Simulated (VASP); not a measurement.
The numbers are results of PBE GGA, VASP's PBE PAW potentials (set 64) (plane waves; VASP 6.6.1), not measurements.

Input for VASP

**INCAR**
```
SYSTEM=Hf
PREC=Accurate; ENCUT=500; LREAL=.FALSE.
LASPH=.TRUE.
EDIFF=1E-6; NELM=100; ALGO=Normal
LMAXMIX=6
ISMEAR=1; SIGMA=0.1
GGA=PE
IBRION=2; NSW=40; ISIF=3
EDIFFG=-0.02
LWAVE=.FALSE.; LCHARG=.FALSE.
```

File POSCAR:
```
Hf
1
    1.6004587090    -2.7720757610     0.0000000000
    1.6004587090     2.7720757610     0.0000000000
    0.0000000000     0.0000000000     5.0587135159
Hf
2
Direct
  0.3333330000   0.6666670000   0.2500000000
  0.6666670000   0.3333330000   0.7500000000
```

### KPOINTS
```
K-points
0
gamma
  13 13 7
```

POTCAR, in this order: Hf_pv (PBE.64 set). Program: vasp_std.

What VASP printed:

**OSZICAR**
```
       N       E                     dE             d eps       ncg     rms          rms(c)
DAV:   1     0.460012747581E+02    0.46001E+02   -0.11387E+04  2352   0.132E+03
DAV:   2    -0.186233445254E+02   -0.64625E+02   -0.63453E+02  2886   0.267E+02
DAV:   3    -0.205529191932E+02   -0.19296E+01   -0.19129E+01  3194   0.304E+01
DAV:   4    -0.205702482733E+02   -0.17329E-01   -0.17318E-01  2750   0.364E+00
DAV:   5    -0.205705179247E+02   -0.26965E-03   -0.26958E-03  3288   0.364E-01    0.651E+01
DAV:   6    -0.200432965081E+02    0.52722E+00   -0.51019E-01  2544   0.551E+00    0.385E+01
DAV:   7    -0.198593779967E+02    0.18392E+00   -0.85623E-01  2538   0.683E+00    0.200E+00
DAV:   8    -0.198493942141E+02    0.99838E-02   -0.56989E-02  2628   0.183E+00    0.227E-01
DAV:   9    -0.198494947669E+02   -0.10055E-03   -0.11697E-03  3294   0.276E-01    0.206E-01
DAV:  10    -0.198494820584E+02    0.12708E-04   -0.70774E-05  2680   0.673E-02    0.314E-01
DAV:  11    -0.198494834457E+02   -0.13873E-05   -0.10036E-05  3012   0.261E-02    0.147E-02
DAV:  12    -0.198494837669E+02   -0.32115E-06   -0.62829E-07  1854   0.658E-03
   1 F= -.19849484E+02 E0= -.19849362E+02  d E =-.198495E+02
```

OUTCAR:
```
------------------------ aborting loop because EDIFF is reached ----------------------------------------
  FORCE on cell =-STRESS in cart. coord.  units (eV):
  Direction    XX          YY          ZZ          XY          YZ          ZX
  --------------------------------------------------------------------------------------
  Total        0.0339448      0.0339448     -0.0332742     -0.0000000      0.0000000      0.0000000
  in kB        1.2116138      1.2116137     -1.1876764     -0.0000000      0.0000000      0.0000000
  external PRESSURE =       0.4118504 kB  Pullay stress =       0.0000000 kB
  volume of cell :       44.89
      direct lattice vectors                 reciprocal lattice vectors
     1.600458709 -2.772075761  0.000000000     0.312410434 -0.180370251  0.000000000
     1.600458709  2.772075761  0.000000000     0.312410434  0.180370251  0.000000000
     0.000000000  0.000000000  5.058713516     0.000000000  0.000000000  0.197678717
 POSITION                                       TOTAL-FORCE (eV/Angst)
 -----------------------------------------------------------------------------------
      1.60046      0.92403      1.26468        -0.000000     -0.000000      0.000000
      1.60046     -0.92403      3.79404         0.000000      0.000000      0.000000
 -----------------------------------------------------------------------------------
    total drift:                                0.000005      0.000183     -0.000016
  FREE ENERGIE OF THE ION-ELECTRON SYSTEM (eV)
  ---------------------------------------------------
  free  energy   TOTEN  =       -19.8494837669 eV

  energy  without entropy=      -19.8491195682  energy(sigma->0) =      -19.84936237

 reached required accuracy - stopping structural energy minimisation
```
(Selected blocks of OUTCAR.)

The compound is Hf in the hcp structure. It was relaxed first.
